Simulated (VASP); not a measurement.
Level of theory: optB88-vdW, VASP's PBE PAW potentials (set 64) (plane waves; VASP).

The input files of a VASP run:

**INCAR**
```
# general
SYSTEM   = MnS
PREC     = Accurate
ENCUT    = 520
LREAL    = .FALSE.
LASPH    = .TRUE.

# electronic loop
EDIFF    = 1E-7
NELM     = 100
ALGO     = Normal
LMAXMIX  = 4

# smearing
ISMEAR   = 0
SIGMA    = 0.05

# functional
GGA      = BO
LUSE_VDW = .TRUE.
AGGAC    = 0.0
PARAM1   = 0.1833333333
PARAM2   = 0.22

# spin
ISPIN    = 2
MAGMOM   = 4.1 -4.1 2*0.0

# ions
IBRION   = 2
NSW      = 30
ISIF     = 4
EDIFFG   = -0.01

# output
LWAVE    = .FALSE.
LCHARG   = .FALSE.
LORBIT   = 10
```

**KPOINTS**
```
Automatic mesh
0
G
  7 7 7
```

File POSCAR:
```
MnS
1
    5.0571849845     2.5196085323     2.5196085323
    2.5196085323     5.0571849845     2.5196085323
    2.5196085323     2.5196085323     5.0571849845
Mn S
2 2
Direct
  0.0000000000   0.0000000000   0.0000000000
  0.5000000000   0.5000000000   0.5000000000
  0.2500000000   0.2500000000   0.2500000000
  0.7500000000   0.7500000000   0.7500000000
```

POTCAR, in this order: Mn_pv S (PBE.64 set). Program: vasp_std.

The resulting files:

OSZICAR:
```
       N       E                     dE             d eps       ncg     rms          rms(c)
DAV:   1     0.396619475823E+03    0.39662E+03   -0.21649E+04  4264   0.182E+03
DAV:   2     0.151685311362E+02   -0.38145E+03   -0.37620E+03  4098   0.489E+02
DAV:   3    -0.194595224736E+02   -0.34628E+02   -0.34000E+02  5862   0.135E+02
DAV:   4    -0.205716555565E+02   -0.11121E+01   -0.10914E+01  4580   0.228E+01
DAV:   5    -0.205983709078E+02   -0.26715E-01   -0.26709E-01  5157   0.397E+00    0.166E+01
DAV:   6    -0.186229811686E+02    0.19754E+01   -0.25215E+01  5316   0.466E+01    0.150E+01
DAV:   7    -0.185183168528E+02    0.10466E+00   -0.26930E+00  4970   0.198E+01    0.865E+00
DAV:   8    -0.185407312522E+02   -0.22414E-01   -0.25928E-01  5074   0.440E+00    0.424E+00
DAV:   9    -0.185323834232E+02    0.83478E-02   -0.59683E-02  5459   0.227E+00    0.354E-01
DAV:  10    -0.185340954394E+02   -0.17120E-02   -0.85793E-03  5008   0.647E-01    0.173E-01
DAV:  11    -0.185341824293E+02   -0.86990E-04   -0.10521E-03  4633   0.208E-01    0.104E-01
DAV:  12    -0.185342606288E+02   -0.78200E-04   -0.20986E-04  4998   0.994E-02    0.772E-02
DAV:  13    -0.185342862425E+02   -0.25614E-04   -0.13325E-05  4510   0.312E-02    0.449E-02
DAV:  14    -0.185343081483E+02   -0.21906E-04   -0.16371E-05  4384   0.313E-02    0.101E-02
DAV:  15    -0.185343064368E+02    0.17115E-05   -0.93898E-07  4895   0.885E-03    0.312E-03
DAV:  16    -0.185343062096E+02    0.22724E-06   -0.91039E-08  2920   0.224E-03    0.172E-03
DAV:  17    -0.185343066629E+02   -0.45335E-06   -0.93290E-08  2550   0.231E-03    0.468E-04
DAV:  18    -0.185343065689E+02    0.94045E-07   -0.26120E-08  2374   0.134E-03
   1 F= -.18534307E+02 E0= -.18534307E+02  d E =-.185343E+02  mag=    -0.0000
```

**OUTCAR**
```
------------------------ aborting loop because EDIFF is reached ----------------------------------------
  FORCE on cell =-STRESS in cart. coord.  units (eV):
  Direction    XX          YY          ZZ          XY          YZ          ZX
  --------------------------------------------------------------------------------------
  Total        1.0527756      1.0527756      1.0527756     -0.0386817     -0.0386817     -0.0386817
  in kB       25.9442729     25.9442729     25.9442729     -0.9532588     -0.9532588     -0.9532588
  external PRESSURE =      25.9442729 kB  Pullay stress =       0.0000000 kB
  volume of cell :       65.01
      direct lattice vectors                 reciprocal lattice vectors
     5.057184985  2.519608532  2.519608532     0.295732926 -0.098343871 -0.098343871
     2.519608532  5.057184985  2.519608532    -0.098343871  0.295732926 -0.098343871
     2.519608532  2.519608532  5.057184985    -0.098343871 -0.098343871  0.295732926
 POSITION                                       TOTAL-FORCE (eV/Angst)
 -----------------------------------------------------------------------------------
      0.00000      0.00000      0.00000         0.000000      0.000000     -0.000000
      5.04820      5.04820      5.04820        -0.000000     -0.000000      0.000000
      2.52410      2.52410      2.52410         0.000000     -0.000000     -0.000000
      7.57230      7.57230      7.57230        -0.000000     -0.000000      0.000000
 -----------------------------------------------------------------------------------
    total drift:                                0.000000     -0.000000     -0.000000
  FREE ENERGIE OF THE ION-ELECTRON SYSTEM (eV)
  ---------------------------------------------------
  free  energy   TOTEN  =       -18.5343065689 eV

  energy  without entropy=      -18.5343065689  energy(sigma->0) =      -18.53430657

 total charge

# of ion       s       p       d       tot
------------------------------------------
    1        0.228   6.185   5.016  11.429
    2        0.228   6.185   5.016  11.429
    3        1.334   2.442   0.000   3.776
    4        1.334   2.442   0.000   3.776
--------------------------------------------------
tot          3.124  17.254  10.031  30.409

 magnetization (x)

# of ion       s       p       d       tot
------------------------------------------
    1        0.013   0.012   4.029   4.054
    2       -0.013  -0.012  -4.029  -4.054
    3        0.000   0.000   0.000   0.000
    4        0.000   0.000   0.000   0.000
--------------------------------------------------
tot          0.000   0.000   0.000   0.000

 reached required accuracy - stopping structural energy minimisation
```
(Selected blocks of OUTCAR.)

### OUTCAR
```
 val. band max:        7.1388781902   @ k =   0.4286   0.4286   0.4286

 cond. band min:       7.6400556137   @ k =   0.4286   0.0000   0.0000


 Fermi energy:         7.3475904359

 spin component 1

 k-point     1 :       0.0000    0.0000    0.0000
  band No.  band energies     occupation
      1     -42.9051      1.00000
      2     -42.9051      1.00000
      3     -42.9016      1.00000
      4     -38.7481      1.00000
      5     -38.7481      1.00000
      6     -38.7198      1.00000
      7      -7.4861      1.00000
      8      -5.9469      1.00000
      9       0.2861      1.00000
     10       2.8239      1.00000
     11       2.8239      1.00000
     12       4.4434      1.00000
     13       4.4434      1.00000
     14       4.6465      1.00000
     15       5.6098      1.00000
     16       5.6098      1.00000
     17       5.6636      1.00000
     18       5.7476      1.00000
     19       5.7477      1.00000
     20       8.0850      0.00000
     21       8.0850      0.00000
     22       8.2410      0.00000
     23       9.8864      0.00000

 k-point     2 :       0.1429    0.0000    0.0000
  band No.  band energies     occupation
      1     -42.9068      1.00000
      2     -42.9055      1.00000
      3     -42.9014      1.00000
      4     -38.7504      1.00000
      5     -38.7486      1.00000
      6     -38.7195      1.00000
      7      -7.2811      1.00000
      8      -5.9008      1.00000
      9       0.5728      1.00000
     10       2.6307      1.00000
     11       2.8670      1.00000
     12       3.7865      1.00000
     13       4.2126      1.00000
     14       4.4908      1.00000
     15       4.6273      1.00000
     16       5.2975      1.00000
     17       5.3737      1.00000
     18       6.0146      1.00000
     19       6.6005      1.00000
     20       8.0428      0.00000
     21       8.2931      0.00000
     22       8.2981      0.00000
     23       9.1060      0.00000
...
```

The compound is MnS in the rock salt, AFM-II order structure. This cell is one point of a volume scan, at 0.97 of the reference volume.
